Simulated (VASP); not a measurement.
An input for Ansatz (written as the equivalent of a VASP run, and not itself run):

Ansatz 0.2 input:
```yaml
crystal:
  lattice:
    - [0.0000000, 2.7156722, 2.7156722]
    - [2.7156722, 0.0000000, 2.7156722]
    - [2.7156722, 2.7156722, 0.0000000]
  atoms:
    - { symbol: Ca, position: [0.0000000, 0.0000000, 0.0000000] }
    - { symbol: Se, position: [0.5000000, 0.5000000, 0.5000000] }
kpoints:
  mp_grid: { grid: [8, 8, 8] }
hamiltonian:
  xc: pbesol
  pseudopotentials: { kind: paw }
scf:
  occupations: { method: gaussian, width: 0.05 }
  max_iter: 100
relax:
  max_steps: 40
  f_tol: 0.02
  cell: { p_target: 20 }
output: { forces: true, stress: true, eigenvalues: true }
```

Question: Write the VASP files for the same calculation (PBEsol).

Answer: One answer among several that fit: 
### INCAR
```
ALGO=Normal
EDIFF=1E-6
EDIFFG=-0.02
ENCUT=500
GGA=PS
IBRION=2
ISIF=3
ISMEAR=0
LASPH=T
LCHARG=F
LMAXMIX=4
LREAL=F
LWAVE=F
NELM=100
NSW=40
PREC=Accurate
PSTRESS=200
SIGMA=0.05
SYSTEM=CaSe
```

**KPOINTS**
```
Automatic mesh
0
Gamma
  8 8 8
```

**POSCAR**
```
CaSe
1
   -0.0000000000     2.7156722112     2.7156722112
    2.7156722112    -0.0000000000     2.7156722112
    2.7156722112     2.7156722112     0.0000000000
Ca Se
1 1
Direct
  0.0000000000   0.0000000000   0.0000000000
  0.5000000000   0.5000000000   0.5000000000
```

POTCAR, in this order: Ca_sv Se (PBE.64 set). Program: vasp_std.

What does not carry over: each code has its own PAW files, so the cut-off isn't converted (ENCUT is set for VASP's; basis.ecutwfc is left out, and Ansatz then takes the one that its files recommend); Ansatz stops its SCF on the density residual and VASP on the energy change (EDIFF).

The structure was generated: CaSe was put into the rock salt type (Fm-3m), which need not be its known phase. It was relaxed first under an external pressure of 20 GPa.
